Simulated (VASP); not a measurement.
A run of VASP 6.6.1 is set up as follows.

File INCAR:

```
SYSTEM = NbTe
ALGO = Normal ; EDIFF = 1E-7
ENCUT = 520 ; GGA = PE
ISIF = 2 ; ISMEAR = -1
LASPH = .True. ; LCHARG = .False.
LREAL = .False. ; LWAVE = .False.
NBANDS = 16 ; NELM = 60
PREC = Accurate ; SIGMA = 0.05
```

Contents of KPOINTS:

```
k-points
0
Gamma
  8 8 8
  0 0 0
```

Contents of POSCAR:

```
NbTe
1.0
    3.4257000000      0.0000000000      0.0000000000
    0.0000000000      3.4257000000      0.0000000000
    0.0000000000      0.0000000000      3.4257000000
Nb Te
1 1
Direct
    0.5000000000      0.5000000000      0.5000000000
    0.0000000000      0.0000000000      0.0000000000
```

Potentials or basis: VASP PAW PBE potentials, release 64 (Nb_sv, Te).

Command:

```console
$ cat potpaw_PBE.64/Nb_sv/POTCAR potpaw_PBE.64/Te/POTCAR > POTCAR
$ mpirun -np 1 vasp_std > vasp.out
```

(1) What does it give for the band gap on the k mesh?

(2) Predict the pressure.

Answers

(1) none (metal or under the smearing width).

(2) -0.2 GPa.
